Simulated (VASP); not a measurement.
Data:

```
Lu
1.0
    1.74933    -3.02993     0.00000
    1.74933     3.02993     0.00000
    0.00000     0.00000     5.45034
Lu
2
Cartesian
  1.74933   1.00998   1.36258
  1.74933  -1.00998   4.08775
```

The numbers are results of r2SCAN+rVV10, VASP's PBE PAW potentials (set 64) (plane waves; VASP), not measurements. Numerical set-up: 520 eV cut-off, 13×13×8 Γ-centred mesh, tetrahedra with Blöchl corrections, potentials Lu_3.

Problem. Give the energies of bands 7 to 12 at the high-symmetry points, in eV from the Fermi level.

Solution. 
| band | Γ | M | K | A | L | H |
|---|---|---|---|---|---|---|
| 7 | -6.33 | -2.41 | -1.03 | -4.57 | -2.12 | -0.52 |
| 8 | -2.41 | -1.43 | -1.03 | -4.57 | -2.12 | -0.52 |
| 9 | 0.55 | -0.83 | -0.72 | 1.38 | 0.09 | -0.48 |
| 10 | 2.49 | -0.43 | -0.63 | 1.38 | 0.09 | -0.48 |
| 11 | 2.49 | 1.76 | 1.47 | 2.40 | 1.47 | 0.33 |
| 12 | 3.00 | 2.15 | 1.47 | 2.40 | 1.47 | 0.33 |

It has no gap at this level: it comes out as a metal or semimetal.

The compound is Lu in the hcp structure. It was relaxed first.
